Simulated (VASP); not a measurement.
Input for VASP

### INCAR
```
SYSTEM  =  FeGe2
PREC  =  Accurate; ENCUT  =  400; LREAL  =  .FALSE.
LASPH  =  .TRUE.
EDIFF  =  1E-6; NELM  =  100; ALGO  =  Normal
LMAXMIX  =  4; LMIXTAU  =  .TRUE.
ISMEAR  =  1; SIGMA  =  0.1
METAGGA  =  R2SCAN
MAGMOM  =  2.3 2*-0.0
ISPIN  =  2
IBRION  =  2; NSW  =  60; ISIF  =  3
EDIFFG  =  -0.02
LWAVE  =  .FALSE.; LCHARG  =  .FALSE.; LORBIT  =  10
```

POSCAR:
```
FeGe2
1
   -0.0000000000     2.9108556360     2.9108556360
    2.9108556360    -0.0000000000     2.9108556360
    2.9108556360     2.9108556360     0.0000000000
Fe Ge
1 2
Direct
  0.0000000000   0.0000000000   0.0000000000
  0.2500000000   0.2500000000   0.2500000000
  0.7500000000   0.7500000000   0.7500000000
```

### KPOINTS
```
Automatic
0
gamma
 8 8 8
0 0 0
```

POTCAR, in this order: Fe Ge_d (PBE.64 set). Program: vasp_std.

### Question
Translate this r2SCAN calculation to Ansatz.

### Answer
One equivalent input (not run):
Ansatz 0.2 input:
```yaml
crystal:
  lattice:
    - [0.0000000, 2.9108556, 2.9108556]
    - [2.9108556, 0.0000000, 2.9108556]
    - [2.9108556, 2.9108556, 0.0000000]
  atoms:
    - { symbol: Fe, position: [0.0000000, 0.0000000, 0.0000000], spin: 2.3 }
    - { symbol: Ge, position: [0.2500000, 0.2500000, 0.2500000] }
    - { symbol: Ge, position: [0.7500000, 0.7500000, 0.7500000] }
kpoints:
  mp_grid: { grid: [8, 8, 8] }
hamiltonian:
  xc: r2scan
  pseudopotentials: { kind: paw }
magnetization: { spin_polarized: true }
scf:
  occupations: { method: methfessel_paxton, width: 0.1 }
  max_iter: 100
relax:
  max_steps: 60
  f_tol: 0.02
  cell: {}
output: { forces: true, stress: true, eigenvalues: true }
```
What does not carry over: each code has its own PAW files, so the cut-off isn't converted (ENCUT is set for VASP's; basis.ecutwfc is left out, and Ansatz then takes the one that its files recommend); Ansatz stops its SCF on the density residual and VASP on the energy change (EDIFF).

The structure was generated: FeGe2 was put into the fluorite type (Fm-3m), which need not be its known phase. This run relaxes it. Symmetry was kept, so distortions that lower it aren't found. The start is the result of an earlier pass.
